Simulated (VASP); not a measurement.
Computed with HSE06 screened hybrid, VASP's PBE PAW potentials (set 64) (plane waves; VASP).

Input for VASP

### INCAR
```
SIGMA=0.05   ! width (eV)
AEXX=0.25
ISMEAR=0
LHFCALC=.TRUE.
ALGO=Normal   ! blocked Davidson
SYSTEM=Al37N36
HFSCREEN=0.2
NELM=50   ! most electronic steps
ENCUT=400   ! plane-wave cut-off (eV)
PRECFOCK=Fast
LCHARG=.FALSE.
LREAL=Auto   ! projection in real space or not
NELECT=292.0
LWAVE=.FALSE.
GGA=PE
ISIF=0
NELMIN=4
EDIFF=1E-5
PREC=Normal
LASPH=.TRUE.   ! aspherical one-centre terms
ISYM=0
```

**KPOINTS**
```
kpoints
0
Gamma
1 1 1
```

**POSCAR**
```
Al37N36
1
    4.6932676572    -8.1289780182     0.0000000000
    4.6932676572     8.1289780182     0.0000000000
    0.0000000000     0.0000000000    10.0192026154
Al N
37 36
Direct
  0.2191996163   0.1049812341   0.2373571309
  0.1066558959   0.2198290766   0.0025243666
  0.2105229538   0.0875748642   0.7722573127
  0.1206206968   0.2268608582   0.4726365310
  0.2191935923   0.4473047552   0.2372751518
  0.1072664401   0.5590402953   0.0028393527
  0.2104819227   0.4558810070   0.7723126598
  0.1100190906   0.5563303740   0.4961380397
  0.2218562528   0.7774539927   0.2503406684
  0.1072791043   0.8812721829   0.0028561230
  0.2223095007   0.7776432165   0.7478308936
  0.1100370467   0.8867821888   0.4961543794
  0.5572418728   0.1091462686   0.2492195158
  0.4466092870   0.2198742556   0.0025924444
  0.5555700307   0.1108086376   0.7485325746
  0.4397030443   0.2264756513   0.4732462729
  0.5613271676   0.4472024857   0.2375843896
  0.4465710868   0.5596992013   0.0026078381
  0.5786688874   0.4558150390   0.7720291202
  0.4395989113   0.5460918589   0.4731121374
  0.5572348257   0.7811637420   0.2492412947
  0.4441868517   0.8885840800   0.9986380664
  0.5555088738   0.7776534331   0.7485723288
  0.4436899138   0.8883341811   0.4986799089
  0.8852554148   0.1091708143   0.2492109890
  0.7777296891   0.2221394749   0.9986858457
  0.8887168286   0.1108351429   0.7486458548
  0.7780939900   0.2226757304   0.4986767390
  0.8888674312   0.4444882146   0.2503581454
  0.7849339444   0.5589795326   0.0028518199
  0.8886835240   0.4439828889   0.7478838156
  0.7795584873   0.5563179084   0.4961867573
  0.8888379129   0.7774767987   0.2503710198
  0.7777113573   0.8886126240   0.9987054595
  0.8886773727   0.7776772025   0.7478796025
  0.7780636276   0.8884339389   0.4986981893
  0.3329407568   0.3330196583   0.6386045691
  0.2145743162   0.0955405659   0.4232231665
  0.1080709314   0.2205684754   0.1916254057
  0.2200279379   0.1065525209   0.9556052056
  0.1201352930   0.2265776332   0.7098148582
  0.2144906327   0.4520987565   0.4231211040
  0.1075793474   0.5587513529   0.1887555269
  0.2200056363   0.4464516193   0.9556694032
  0.1095416992   0.5567720523   0.6889600994
  0.2222680515   0.7776734839   0.4406087116
  0.1075556657   0.8819063066   0.1887986506
  0.2224655310   0.7777428537   0.9383314718
  0.1095302786   0.8857480863   0.6889756559
  0.5549366213   0.1114466639   0.4411520194
  0.4458908251   0.2205974355   0.1915887861
  0.5560432736   0.1103170505   0.9397082409
  0.4398222378   0.2264815373   0.7088383007
  0.5706157174   0.4517993398   0.4235101473
  0.4459000415   0.5583736796   0.1916049977
  0.5597342530   0.4463505275   0.9554072399
  0.4397619221   0.5462517517   0.7091377690
  0.5548767109   0.7763782707   0.4411695764
  0.4432302075   0.8881445143   0.1895384603
  0.5560445404   0.7787439447   0.9397427477
  0.4441856948   0.8885697423   0.6899043700
  0.8901958957   0.1116061847   0.4411852822
  0.7782346651   0.2231474073   0.1895687468
  0.8875578798   0.1102870944   0.9398338385
  0.7777933984   0.2221512139   0.6899094208
  0.8886746673   0.4441208150   0.4406008148
  0.7843345581   0.5587375762   0.1888429647
  0.8885507891   0.4438557877   0.9383757000
  0.7806513945   0.5568329938   0.6889915384
  0.8886784791   0.7776400107   0.4406247873
  0.7781944787   0.8881870618   0.1895842440
  0.8885437601   0.7777281152   0.9383697999
  0.7777644653   0.8886197657   0.6899196397
```

POTCAR, in this order: Al N (PBE.64 set). Program: vasp_gam. Read from the step before: WAVECAR.

The run wrote:

OSZICAR:
```
       N       E                     dE             d eps       ncg     rms          rms(c)
DAV:   1    -0.610131301651E+03   -0.61013E+03   -0.18419E+01   438   0.866E+00    0.515E+01
DAV:   2    -0.610248613361E+03   -0.11731E+00   -0.35385E-01   421   0.142E+00    0.353E+01
DAV:   3    -0.610228176044E+03    0.20437E-01   -0.94402E-03   405   0.280E-01    0.216E+01
DAV:   4    -0.610220143081E+03    0.80330E-02   -0.45956E-03   404   0.154E-01    0.128E+01
DAV:   5    -0.610217572786E+03    0.25703E-02   -0.79868E-04   404   0.632E-02    0.752E+00
DAV:   6    -0.610216671655E+03    0.90113E-03   -0.29361E-04   397   0.448E-02    0.434E+00
DAV:   7    -0.610216382763E+03    0.28889E-03   -0.10315E-04   412   0.263E-02    0.250E+00
DAV:   8    -0.610216288247E+03    0.94516E-04   -0.22936E-05   237   0.147E-02    0.147E+00
DAV:   9    -0.610216259817E+03    0.28430E-04   -0.19056E-05   229   0.125E-02    0.833E-01
DAV:  10    -0.610216253175E+03    0.66420E-05   -0.54488E-06   204   0.624E-03
   1 F= -.61021625E+03 E0= -.61021625E+03  d E =-.106238E-10
```

### OUTCAR
```
------------------------ aborting loop because EDIFF is reached ----------------------------------------
  volume of cell :      764.49
      direct lattice vectors                 reciprocal lattice vectors
     4.693267657 -8.128978018  0.000000000     0.106535582 -0.061508347  0.000000000
     4.693267657  8.128978018  0.000000000     0.106535582  0.061508347  0.000000000
     0.000000000  0.000000000 10.019202615     0.000000000  0.000000000  0.099808342
  FREE ENERGIE OF THE ION-ELECTRON SYSTEM (eV)
  ---------------------------------------------------
  free  energy   TOTEN  =      -610.2162531752 eV

  energy  without entropy=     -610.2162531752  energy(sigma->0) =     -610.21625318

  exchange ACFDT corr.  =         0.00000000  see jH, gK, PRB 81, 115126
```
(Selected blocks of OUTCAR.)

The cell is charged, with a uniform compensating background. The supercell is sampled at Γ alone, which is coarse: total energies, pressure and levels can be off, energies of defects by several tenths of an eV.

The cell is a supercell with a defect, built from AlN (wurtzite): Al_i, charge -1. The cell's shape comes from a PBE relaxation. The run is not spin-polarised, so no state with unpaired spins was tried.
